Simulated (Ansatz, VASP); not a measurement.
## One calculation of Sc3AlP, two programs

INCAR

```
ALGO = Normal
EDIFF = 1E-6
EDIFFG = -0.01
ENCUT = 600
GGA = PE
IBRION = 2
ISIF = 3
ISMEAR = 0
LASPH = T
LCHARG = F
LREAL = F
LWAVE = F
NELM = 100
NSW = 100
PREC = Accurate
SIGMA = 0.1
```

File KPOINTS:

```
k-points
0
Gamma
  12 12 6
```

The input POSCAR:

```
Sc3AlP
1.0
    4.5240529526      0.0000000000      0.0000000000
   -2.2620264763      3.9179447850      0.0000000000
    0.0000000000      0.0000000000      6.1644384269
Sc Al P
3 1 1
Direct
    0.6666666667      0.3333333333      0.2673934336
    0.6666666667      0.3333333333      0.7326065664
    0.0000000000      0.0000000000      0.0000000000
    0.3333333333      0.6666666667      0.0000000000
    0.0000000000      0.0000000000      0.5000000000
```

Input for Ansatz:

```yaml
crystal:
  lattice:
    - [4.5240529526, 0.0, 0.0]
    - [-2.2620264763, 3.917944785, 0.0]
    - [0.0, 0.0, 6.1644384269]
  atoms:
    - { symbol: Sc, position: [0.6666666667, 0.3333333333, 0.2673934336] }
    - { symbol: Sc, position: [0.6666666667, 0.3333333333, 0.7326065664] }
    - { symbol: Sc, position: [0.0, 0.0, 0.0] }
    - { symbol: Al, position: [0.3333333333, 0.6666666667, 0.0] }
    - { symbol: P, position: [0.0, 0.0, 0.5] }
basis:
  ecutwfc: 420
kpoints:
  mp_grid: { grid: [12, 12, 6] }
hamiltonian:
  xc: pbe
scf:
  occupations: { method: gaussian, width: 0.1 }
output:
  forces: true
  stress: true
  eigenvalues: true
  write_density: true
  write_potential: true
  elf: true
  volumetric_format: npy
relax:
  adjacent_minimum: "off"
  f_tol: 0.01
  max_steps: 80
  cell: { stress_tol: 0.05 }
```

Change from the starting cell: species swapped into the GaFe3As type (P-6m2, No. 187).

Alike in both runs: task relaxation of cell and atoms; functional PBE; k mesh 12 × 12 × 6; occupations gaussian, width 0.1 eV; no spin polarisation.

|  | VASP | Ansatz |
| --- | --- | --- |
| version | VASP 6.6.1 | Ansatz 0.2.0 |
| potentials or method | VASP PAW PBE potentials, release 64 (Sc_sv, Al, P) | scalar-relativistic, plane waves, PAW |
| plane-wave cutoff (eV) | 600 | 420 |
| valence electrons in the cell | 41 | 41 |

|  | VASP | Ansatz | Ansatz less VASP |
| --- | --- | --- | --- |
| gap on the k mesh at the Fermi level, each at its own relaxed structure (eV) | none | none | - |
| relaxed volume (Å³/atom) | 21.90 | 21.85 | -0.051 |
| relaxed cell length with the largest relative difference (Å) | 6.170 | 6.164 | -0.0057 |

A gap of «none» marks a metal or a gap that the smearing closes.
